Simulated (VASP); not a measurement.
# LiH: exact exchange and RPA correlation, part 2 of 2

Aim: total energies of LiH from exact exchange and RPA correlation, beside cheaper functionals. The scan starts from a database cell scaled to its smallest volume. The cell is of the rock-salt type. The start is a cell from a database of measured crystal structures.

VASP 6.6.1, plane waves and PAW; the level of theory is named at each step.

So far. Step 26 (RPA correlation, volume ratio 1.03): The correlation energy is -1.2066 eV an atom, +4 meV against the point before. With exact exchange the total is -5.8094 eV an atom. Step 27 (Comparison: r2SCAN, volume ratio 1.03): Its energy is -3.3504 eV an atom, on a zero of its own.

The database entry behind the starting cell differs from other determinations of this structure, so it need not match the best structure at room temperature.

### 28. Orbitals for comparison: HSE06, volume ratio 1.03

This step: PBE; plane waves and PAW (Li_GW, H_GW) (VASP 6.6.1).

Input file INCAR:

```
SYSTEM = LiH
PREC = Accurate
ENCUT = 410
EDIFF = 1E-05
NELM = 100
ISMEAR = 0
SIGMA = 0.05
LREAL = .FALSE.
ALGO = Normal
GGA = PE
NBANDS = 7
LORBIT = 11
LWAVE = .TRUE.
LCHARG = .FALSE.
KPAR = 8
```

Input file POSCAR:

```
LiH
1.0
    0.0000000000      2.0569171532      2.0569171532
    2.0569171532      0.0000000000      2.0569171532
    2.0569171532      2.0569171532      0.0000000000
Li H
1 1
Direct
    0.0000000000      0.0000000000      0.0000000000
    0.5000000000      0.5000000000      0.5000000000
```

Input file KPOINTS:

```
Automatic mesh
0
Gamma
4 4 4
0 0 0
```

The projector-augmented-wave data sets are Li_GW and H_GW (PBE family, release 64).

On the command line:

```
mpirun -np 8 vasp_std
```

Wall time 1 s (8 MPI ranks of Intel Xeon 6975P-C (Granite Rapids), shared host); peak memory 0.87 GiB; 3.4 s of CPU time.

The run ends at a pressure of -3.11 GPa.

### 29. Comparison: HSE06, volume ratio 1.03

This step: HSE06; plane waves and PAW (Li_GW, H_GW) (VASP 6.6.1).

Input file INCAR:

```
SYSTEM = LiH
PREC = Accurate
ENCUT = 410
EDIFF = 1E-06
NELM = 100
ISMEAR = 0
SIGMA = 0.05
LREAL = .FALSE.
ALGO = Normal
LHFCALC = .TRUE.
AEXX = 0.25
GGA = PE
HFSCREEN = 0.2
LASPH = .TRUE.
NBANDS = 7
PRECFOCK = Fast
LWAVE = .FALSE.
LCHARG = .FALSE.
KPAR = 8
```

POSCAR is that of step 28.

KPOINTS is that of step 28.

The run starts from files that an earlier step left in the folder.

On the command line:

```
mpirun -np 8 vasp_std
```

It took 3.4 s on 8 MPI ranks; peak memory 1.6 GiB; 18 s of CPU time.

Its energy is -3.3772 eV an atom, on a zero of its own.

### 30. Orbitals, volume ratio 1.06

This step: PBE; plane waves and PAW (Li_GW, H_GW) (VASP 6.6.1).

The same chain follows at a volume ratio of 1.06.

Input file INCAR:

```
SYSTEM = LiH
PREC = Accurate
ENCUT = 410
EDIFF = 1E-08
NELM = 100
ISMEAR = 0
SIGMA = 0.05
LREAL = .FALSE.
ALGO = Normal
GGA = PE
NBANDS = 7
LORBIT = 11
LWAVE = .TRUE.
LCHARG = .FALSE.
KPAR = 8
```

Input file POSCAR:

```
LiH
1.0
    0.0000000000      2.0766964161      2.0766964161
    2.0766964161      0.0000000000      2.0766964161
    2.0766964161      2.0766964161      0.0000000000
Li H
1 1
Direct
    0.0000000000      0.0000000000      0.0000000000
    0.5000000000      0.5000000000      0.5000000000
```

KPOINTS is that of step 29.

On the command line:

```
mpirun -np 8 vasp_std
```

It took 1.2 s on 8 MPI ranks; peak memory 0.89 GiB; 4.9 s of CPU time.

The run ends at a pressure of -3.85 GPa.

### 31. Exact exchange, volume ratio 1.06

This step: Hartree-Fock energy on PBE orbitals; plane waves and PAW (Li_GW, H_GW) (VASP 6.6.1).

Input file INCAR:

```
SYSTEM = LiH
PREC = Accurate
ENCUT = 410
ISMEAR = 0
SIGMA = 0.05
LREAL = .FALSE.
GGA = PE
NBANDS = 7
ALGO = Eigenval
NELM = 1
LHFCALC = .TRUE.
AEXX = 1
ALDAC = 0
AGGAC = 0
PRECFOCK = Normal
LWAVE = .FALSE.
LCHARG = .FALSE.
```

POSCAR is that of step 30.

KPOINTS is that of step 30.

The WAVECAR or CHGCAR of an earlier step is read.

On the command line:

```
mpirun -np 8 vasp_std
```

The job ended after 1.2 s (8 MPI ranks; peak memory 0.77 GiB).

The Hartree-Fock energy on these orbitals is -4.6021 eV an atom.

### 32. Empty bands, volume ratio 1.06

This step: PBE; plane waves and PAW (Li_GW, H_GW) (VASP 6.6.1).

Input file INCAR:

```
SYSTEM = LiH
PREC = Accurate
ENCUT = 410
ISMEAR = 0
SIGMA = 0.05
LREAL = .FALSE.
GGA = PE
NBANDS = 344
ALGO = Exact
NELM = 1
LWAVE = .TRUE.
LCHARG = .FALSE.
LOPTICS = .TRUE.
NEDOS = 1000
CSHIFT = 0.1
```

POSCAR is that of step 31.

KPOINTS is that of step 31.

On the command line:

```
mpirun -np 8 vasp_std
```

The job ended after 1.2 s (8 MPI ranks; peak memory 0.82 GiB; 5.1 s of CPU time).

WAVECAR now holds 344 bands for 2 electrons.

### 33. RPA correlation, volume ratio 1.06

This step: RPA correlation on PBE orbitals; plane waves and PAW (Li_GW, H_GW) (VASP 6.6.1).

Input file INCAR:

```
SYSTEM = LiH
PREC = Accurate
ENCUT = 410
ISMEAR = 0
SIGMA = 0.05
LREAL = .FALSE.
GGA = PE
NBANDS = 344
ALGO = ACFDT
ENCUTGW = 200
NOMEGA = 12
PRECFOCK = Fast
LWAVE = .FALSE.
LCHARG = .FALSE.
```

POSCAR is that of step 32.

KPOINTS is that of step 32.

On the command line:

```
mpirun -np 8 vasp_std
```

Elapsed: 4.8 s, on 8 MPI ranks; peak memory 1 GiB; 28 s of CPU time.

The correlation energy is -1.2032 eV an atom, +3 meV against the point before. With exact exchange the total is -5.8053 eV an atom.

### 34. Comparison: r2SCAN, volume ratio 1.06

This step: r2SCAN; plane waves and PAW (Li_GW, H_GW) (VASP 6.6.1).

Input file INCAR:

```
SYSTEM = LiH
PREC = Accurate
ENCUT = 410
EDIFF = 1E-06
NELM = 100
ISMEAR = 0
SIGMA = 0.05
LREAL = .FALSE.
ALGO = Normal
METAGGA = R2SCAN
LASPH = .TRUE.
NBANDS = 7
LWAVE = .FALSE.
LCHARG = .FALSE.
KPAR = 8
```

POSCAR is that of step 33.

KPOINTS is that of step 33.

On the command line:

```
mpirun -np 8 vasp_std
```

Elapsed: 4 s, on 8 MPI ranks; peak memory 0.86 GiB.

Its energy is -3.3464 eV an atom, on a zero of its own.

### 35. Orbitals for comparison: HSE06, volume ratio 1.06

This step: PBE; plane waves and PAW (Li_GW, H_GW) (VASP 6.6.1).

Input file INCAR:

```
SYSTEM = LiH
PREC = Accurate
ENCUT = 410
EDIFF = 1E-05
NELM = 100
ISMEAR = 0
SIGMA = 0.05
LREAL = .FALSE.
ALGO = Normal
GGA = PE
NBANDS = 7
LORBIT = 11
LWAVE = .TRUE.
LCHARG = .FALSE.
KPAR = 8
```

POSCAR is that of step 34.

KPOINTS is that of step 34.

On the command line:

```
mpirun -np 8 vasp_std
```

The job ended after 1 s (8 MPI ranks; peak memory 0.86 GiB; 3.4 s of CPU time).

The run ends at a pressure of -3.86 GPa.

### 36. Comparison: HSE06, volume ratio 1.06

This step: HSE06; plane waves and PAW (Li_GW, H_GW) (VASP 6.6.1).

Input file INCAR:

```
SYSTEM = LiH
PREC = Accurate
ENCUT = 410
EDIFF = 1E-06
NELM = 100
ISMEAR = 0
SIGMA = 0.05
LREAL = .FALSE.
ALGO = Normal
LHFCALC = .TRUE.
AEXX = 0.25
GGA = PE
HFSCREEN = 0.2
LASPH = .TRUE.
NBANDS = 7
PRECFOCK = Fast
LWAVE = .FALSE.
LCHARG = .FALSE.
KPAR = 8
```

POSCAR is that of step 35.

KPOINTS is that of step 35.

The WAVECAR or CHGCAR of an earlier step is read.

On the command line:

```
mpirun -np 8 vasp_std
```

It took 3.4 s on 8 MPI ranks; peak memory 1.6 GiB; 18 s of CPU time.

Its energy is -3.3724 eV an atom, on a zero of its own.

### 37. Summary

This step: exact exchange and RPA correlation on PBE orbitals, beside r2SCAN, beside HSE06; plane waves and PAW (VASP 6.6.1).

This step runs nothing: it gathers the runs above.

This step gave:

- equilibrium volume, EXX+RPA: 8.078 Å³/atom
- bulk modulus: 39.00 GPa

Table of energy above the lowest point by volume; values in meV/atom:

```csv
volume (Å³/atom),PBE,EXX,EXX+RPA,r2SCAN,HSE06
7.942,0.6,7.14,0.140,0.385,0
8.196,0,2.82,0,0,0.387
8.449,1.41,0.705,1.75,1.55,2.75
8.703,4.01,0,4.62,4.22,6.25
8.956,7.98,0.684,8.70,8.22,11.1
```

Cost is wall time times ranks on a shared host; the RPA row holds all its steps. Fits of the equation of state:

```csv
level,V0 (Å³/atom),B0 (GPa),fit error (meV/atom),minimum inside the series,cost a point (core minutes)
PBE,8.136,38.72,0.05126,yes,0.16
EXX,8.689,27.05,0.03636,yes,0.32
EXX+RPA,8.078,39,0.04055,yes,1.11
r2SCAN,8.11,37.63,0.05297,yes,0.5
HSE06,8.011,41.93,0.04982,yes,0.45
```

### 38. Outcome

| Property | Result |
| --- | --- |
| PBE | V0 8.136 Å³/atom, B0 38.7 GPa |
| EXX | V0 8.689 Å³/atom, B0 27.1 GPa |
| EXX+RPA | V0 8.078 Å³/atom, B0 39.0 GPa |
| r2SCAN | V0 8.110 Å³/atom, B0 37.6 GPa |
| HSE06 | V0 8.011 Å³/atom, B0 41.9 GPa |

**Reading.** Exact exchange with RPA correlation puts the minimum at 8.078 Å³ an atom, with a bulk modulus of 39.0 GPa. PBE puts the volume 0.72 % above EXX+RPA, at roughly 1/7 of its cost. r2SCAN puts the volume 0.39 % above EXX+RPA, at roughly 1/2 of its cost. HSE06 puts the volume 0.83 % below EXX+RPA, at roughly 1/2 of its cost. Correlation shrinks the exact-exchange volume by 7.0 %. Neither mesh nor response cutoff was varied, so differences in volume under about 1 % aren't resolved. Exact exchange and correlation are taken on one coarse mesh and aren't self-consistent; the correlation energy is extrapolated in the response cutoff by the program, which at the first volume adds -61 meV an atom to the value at the highest cutoff and varies with the volume; a small fit error says nothing about that part. NBANDS follows the largest plane-wave count of any k point, which rises in steps with the volume. The cheaper functionals share the mesh. Not tabulated here, as repeats of values shown or as unfit to read for their mesh, reference level or band range: eps2 curves (empty bands); eps1 curves and static values (empty bands); gaps (empty bands).

[Long decimals in the printed logs are rounded to 6 places.]

[Lines on the potential files, build, host, timing and source positions are cut from VASP's logs without a mark.]

[Logs are printed without paths, hosts, clocks, repeated set-up lines and the standing remarks that a program may print on its own settings, such as how far it seeks lower states.]

[Hosts, paths, dates, database ids (printed as entryN), source tags and the programs' standing remarks are cut or masked in the printed files.]

[Measured values are set beside computed ones only where the two were judged alike; some that the calculation misses by far are left out.]

[Pressures printed for these runs are not shown converged in the cutoff: they can be off by several GPa and have the wrong sign.]
